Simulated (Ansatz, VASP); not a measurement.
One calculation of Ni3Pt, two programs

```xyz
4
Lattice="3.6246 0.0000 0.0000 0.0000 3.6246 0.0000 0.0000 0.0000 3.6246" Properties=species:S:1:pos:R:3 pbc="T T T"
Ni    1.8123    0.0000    1.8123
Ni    0.0000    1.8123    1.8123
Ni    1.8123    1.8123    0.0000
Pt    0.0000    0.0000    0.0000
```

Alike in both runs: task single point; functional LDA; k mesh 9 × 9 × 9; occupations fermi-dirac, width 0.05 eV; collinear spin; Hubbard terms Ni d U = 6.0 eV, Pt d U = 6.0 eV.

|  | VASP | Ansatz |
| --- | --- | --- |
| version | VASP 6.6.1 | Ansatz 0.2.0 |
| potentials or method | VASP PAW LDA potentials, release 64 (Ni, Pt), cutoff 520 eV | all-electron LAPW, scalar-relativistic |

VASP gave:

| Property | Result |
| --- | --- |
| pressure (GPa) | -10.1 |
| largest component of the traceless stress (GPa) | 0.00 |
| net moment per atom (μB) | 0.71 |
| size of the moment on the site where the two differ most (μB) | 0.94 |

Q: What did Ansatz give for the same quantities?

A: Pressure (GPa): 10.1; largest component of the traceless stress (GPa): 2.26; net moment per atom (μB): 0.73; size of the moment on the site where the two differ most (μB): 0.99.

Site moments also hang on the region over which each program counts them. The programs project onto different local orbitals, so the same U acts differently. Ansatz ran all-electron here, so the differences hold the error of VASP's frozen core and of both bases. Ansatz warned: «filled_band_counts_differ_across_k_points».

Caveats: the U is typed as a test and isn't derived for this compound. The state reached can hang on the start; a lower one may exist. The runs have no spin-orbit coupling, so splittings on Pt are missing.
